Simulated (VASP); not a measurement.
Calculation: revPBE GGA, VASP's PBE PAW potentials (set 64) (plane waves; VASP).

Input for VASP

File KPOINTS:
```
Automatic mesh
0
Gamma
10 10 10
0 0 0
```

File POSCAR:
```
LiCl
1
    0.0000000000     2.6203265293     2.6203265293
    2.6203265293     0.0000000000     2.6203265293
    2.6203265293     2.6203265293     0.0000000000
Li Cl
1 1
Direct
  0.0000000000   0.0000000000   0.0000000000
  0.5000000000   0.5000000000   0.5000000000
```

### INCAR
```
ALGO=Normal
EDIFF=1E-7
ENCUT=520
GGA=RE
ISIF=2
ISMEAR=-5
LASPH=.True.
LCHARG=.True.
LORBIT=11
LREAL=.False.
LWAVE=.False.
NEDOS=601
NELM=100
PREC=Accurate
SYSTEM=LiCl
```

POTCAR, in this order: Li_sv Cl (PBE.64 set). Program: vasp_std.

### Question
Estimate the energy per atom (σ→0), band gap (on the k-mesh).

### Answer

- energy per atom (σ→0): -3.512 eV/atom
- band gap (on the k-mesh): 6.20 eV

OSZICAR:
```
...
DAV:   9    -0.702432225898E+01   -0.49068E-04   -0.40990E-04  1227   0.181E-01    0.615E-02
DAV:  10    -0.702449541194E+01   -0.17315E-03   -0.36392E-04   892   0.173E-01    0.401E-02
DAV:  11    -0.702451115235E+01   -0.15740E-04   -0.12118E-05  1240   0.337E-02    0.452E-03
DAV:  12    -0.702451420741E+01   -0.30551E-05   -0.11111E-06   944   0.981E-03    0.441E-03
DAV:  13    -0.702451385569E+01    0.35172E-06   -0.30515E-07  1108   0.500E-03    0.775E-04
DAV:  14    -0.702451355672E+01    0.29897E-06   -0.94392E-09   497   0.985E-04    0.887E-05
DAV:  15    -0.702451355573E+01    0.98794E-09   -0.28037E-09   443   0.485E-04
   1 F= -.70245136E+01 E0= -.70245136E+01  d E =0.000000E+00
```

The compound is LiCl in the rock salt structure. It was relaxed first, which changed the volume by +6 %.
